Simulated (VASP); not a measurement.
Given:

```
TiO2
1.0
   -1.88638     1.88638     4.80704
    1.88638    -1.88638     4.80704
    1.88638     1.88638    -4.80704
Ti O
2 4
Direct
  0.75000   0.25000   0.50000
  0.00000   0.00000   0.00000
  0.54293   0.04293   0.50000
  0.79293   0.79293   0.00000
  0.20707   0.20707   0.00000
  0.95707   0.45707   0.50000
```

Method: vdW-DF2, VASP's PBE PAW potentials (set 64) (plane waves; VASP). Run with 520 eV cut-off, 8×8×8 Γ-centred mesh, Gaussian smearing of 0.050 eV, potentials Ti_sv O.

Task: The ions and cell shape at fixed volume are relaxed. Which structure does the run end with?

Result: 
```
TiO2
1.0
   -1.90603     1.90603     4.70845
    1.90603    -1.90603     4.70845
    1.90603     1.90603    -4.70845
Ti O
2 4
Direct
  0.75000   0.25000   0.50000
  0.00000   0.00000   0.00000
  0.53793   0.03793   0.50000
  0.78793   0.78793   0.00000
  0.21207   0.21207   0.00000
  0.96207   0.46207   0.50000
```
Space group I4_1/amd (141), at a tolerance of 0.03 Å.

Task: How much energy does the relaxation gain?

Result: The energy (σ→0) changes by -4.6 meV/atom, in 8 ionic steps.

The compound is TiO2 in the anatase structure, one of several forms; rutile is the usual stable one. This cell is one point of a volume scan, at 0.94 of the reference volume. Symmetry was kept, so distortions that lower it aren't found.
